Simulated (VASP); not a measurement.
OSZICAR of a VASP run on V (bcc):

OSZICAR:
```
       N       E                     dE             d eps       ncg     rms          rms(c)
DAV:   1     0.824196924855E+02    0.82420E+02   -0.72095E+03  3308   0.139E+03
DAV:   2    -0.973028262453E+01   -0.92150E+02   -0.90183E+02  3388   0.363E+02
DAV:   3    -0.111303214435E+02   -0.14000E+01   -0.13702E+01  3480   0.524E+01
DAV:   4    -0.111394942024E+02   -0.91728E-02   -0.91698E-02  3352   0.435E+00
DAV:   5    -0.111395911003E+02   -0.96898E-04   -0.96897E-04  3418   0.456E-01    0.204E+01
DAV:   6    -0.966493508148E+01    0.14747E+01   -0.57329E+00  3314   0.363E+01    0.214E+00
DAV:   7    -0.964130673767E+01    0.23628E-01   -0.27511E-02  3330   0.223E+00    0.103E+00
DAV:   8    -0.963168993879E+01    0.96168E-02   -0.73009E-03  3332   0.154E+00    0.107E-01
DAV:   9    -0.963171505144E+01   -0.25113E-04   -0.13657E-04  3334   0.191E-01    0.343E-02
DAV:  10    -0.963172166829E+01   -0.66168E-05   -0.92710E-06  3326   0.393E-02    0.136E-03
DAV:  11    -0.963172178448E+01   -0.11619E-06   -0.43503E-08  1668   0.345E-03
   1 F= -.96317218E+01 E0= -.96313352E+01  d E =-.963172E+01
```

Problem. Which electronic solver shows in the log?

Solution. It is blocked Davidson (ALGO = Normal, or the opening steps of other solvers). The INCAR had ALGO = Normal.

Problem. How was spin treated?

Solution. Without spin polarisation: there is no mag entry.

Problem. Can the final energy be trusted as converged?

Solution. The run converged. It stopped with EDIFF = 1E-6, NELM = 100, NSW = 40 and EDIFFG = -0.02 after 1 ionic step (PBEsol GGA, plane waves, VASP's PBE PAW potentials (set 64)).

The compound is V in the bcc structure. It was relaxed first, which changed the volume by -7 %. The run is not spin-polarised, so no magnetic state was tried.
